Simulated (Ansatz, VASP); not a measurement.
# CsRu2 in VASP and in Ansatz

File INCAR:

```
PREC = Accurate
ENCUT = 520
EDIFF = 1E-7
ISMEAR = 0
SIGMA = 0.1
LREAL = False
LASPH = True
NELM = 80
ALGO = Normal
ISIF = 2
LWAVE = False
LCHARG = True
GGA = PE
LELF = True
LVHAR = True
NBANDS = 26
```

KPOINTS

```
Automatic mesh
0
Gamma
  4 4 4
```

File POSCAR:

```
CsRu2
1.0
    4.1292451800      0.0000000000      0.0000000000
    0.0000000000      4.1292451800      0.0000000000
    0.0000000000      0.0000000000      5.6538122100
Cs Ru
1 2
Direct
    0.0000000000      0.0000000000      0.5000000000
    0.5000000000      0.5000000000      0.5000000000
    0.0000000000      0.0000000000      0.0000000000
```

Input for Ansatz:

```yaml
crystal:
  lattice:
    - [4.12924518, 0.0, 0.0]
    - [0.0, 4.12924518, 0.0]
    - [0.0, 0.0, 5.65381221]
  atoms:
    - { symbol: Cs, position: [0.0, 0.0, 0.5] }
    - { symbol: Ru, position: [0.5, 0.5, 0.5] }
    - { symbol: Ru, position: [0.0, 0.0, 0.0] }
basis:
  ecutwfc: 420
kpoints:
  mp_grid: { grid: [4, 4, 4] }
hamiltonian:
  xc: pbe
scf:
  occupations: { method: gaussian, width: 0.1 }
  lower_state_search: "off"
output:
  forces: true
  stress: true
  eigenvalues: true
```

Alike in both runs: task single point; functional PBE; k mesh 4 × 4 × 4; occupations gaussian, width 0.1 eV; no spin polarisation.

```csv
,VASP,Ansatz
version,VASP 6.6.1,Ansatz 0.2.0
potentials or method,"VASP PAW PBE potentials, release 64 (Cs_sv, Ru_pv)","scalar-relativistic, plane waves, PAW"
plane-wave cutoff (eV),520,420
valence electrons in the cell,37,41
```

|  | VASP | Ansatz | Ansatz less VASP |
| --- | --- | --- | --- |
| gap on the k mesh at the Fermi level (eV) | none | none | - |
| pressure (GPa) | -7.4 | -8.3 | -0.90 |
| largest component of the traceless stress (GPa) | 0.39 | 0.57 | +0.183 |

A gap of «none» marks a metal or a gap that the smearing closes. With one functional, cell and mesh, what is left measures potentials, basis and numerics. The two sets of potentials don't hold the same shells in valence.

Caveats: the k mesh is coarse (spacing up to 0.38 Å⁻¹), so the values aren't converged. Spin-orbit coupling is left out, which matters for the levels of Cs.
